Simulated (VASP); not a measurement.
Here is a VASP 6.6.1 calculation.

File INCAR:

```
SYSTEM = ZnB
ALGO = Fast
EDIFF = 1E-6
ENCUT = 520
GGA = RE
ISIF = 2
ISMEAR = -1
LASPH = .True.
LCHARG = .False.
LREAL = .False.
LWAVE = .False.
NBANDS = 14
NELM = 60
PREC = Accurate
SIGMA = 0.05
```

KPOINTS

```
k-points
0
Gamma
  9 9 9
  0 0 0
```

POSCAR

```
ZnB
1.0
    2.8073700000      0.0000000000      0.0000000000
    0.0000000000      2.8073700000      0.0000000000
    0.0000000000      0.0000000000      2.8073700000
Zn B
1 1
Direct
    0.0000000000      0.0000000000      0.0000000000
    0.5000000000      0.5000000000      0.5000000000
```

Contents of KPOINTS_OPT:

```
path GXMGRX,MR
15
line-mode
reciprocal
 0.0000000000  0.0000000000  0.0000000000  G
 0.0000000000  0.5000000000  0.0000000000  X

 0.0000000000  0.5000000000  0.0000000000  X
 0.5000000000  0.5000000000  0.0000000000  M

 0.5000000000  0.5000000000  0.0000000000  M
 0.0000000000  0.0000000000  0.0000000000  G

 0.0000000000  0.0000000000  0.0000000000  G
 0.5000000000  0.5000000000  0.5000000000  R

 0.5000000000  0.5000000000  0.5000000000  R
 0.0000000000  0.5000000000  0.0000000000  X

 0.5000000000  0.5000000000  0.0000000000  M
 0.5000000000  0.5000000000  0.5000000000  R
```

Potentials or basis: VASP PAW PBE potentials, release 64 (Zn, B).

Launch:

```sh
$ cat potpaw_PBE.64/Zn/POTCAR potpaw_PBE.64/B/POTCAR > POTCAR
$ mpirun -np 1 vasp_std > vasp.out
```

Problem. Estimate the band gap along the path.

Solution. None (metal or under the smearing width).

Problem. Predict the pressure.

Solution. 3.0 GPa.

Levels at the corners of the path, in eV from the Fermi level:
```
point  band 5  band 6  band 7  band 8  band 9  band 10  band 11  band 12
    Γ   -7.41   -7.41    1.80    1.80    1.80     7.13     9.62     9.62
    X   -7.77   -7.38   -6.14    4.31    4.31     9.82    10.11    11.25
    X   -7.77   -7.38   -6.14    4.31    4.31     9.82    10.11    11.25
    M   -7.15   -4.65   -4.65   -3.12   -0.57     4.88    12.25    12.25
    M   -7.15   -4.65   -4.65   -3.12   -0.57     4.88    12.25    12.25
    Γ   -7.41   -7.41    1.80    1.80    1.80     7.13     9.62     9.62
    Γ   -7.41   -7.41    1.80    1.80    1.80     7.13     9.62     9.62
    R   -7.14   -1.91   -0.03   -0.03   -0.03     2.27     2.27     2.27
    R   -7.14   -1.91   -0.03   -0.03   -0.03     2.27     2.27     2.27
    X   -7.77   -7.38   -6.14    4.31    4.31     9.82    10.11    11.25
    M   -7.15   -4.65   -4.65   -3.12   -0.57     4.88    12.25    12.25
    R   -7.14   -1.91   -0.03   -0.03   -0.03     2.27     2.27     2.27
```

Caveat: the PAW data sets were made with another functional, which shifts forces and pressure a little.
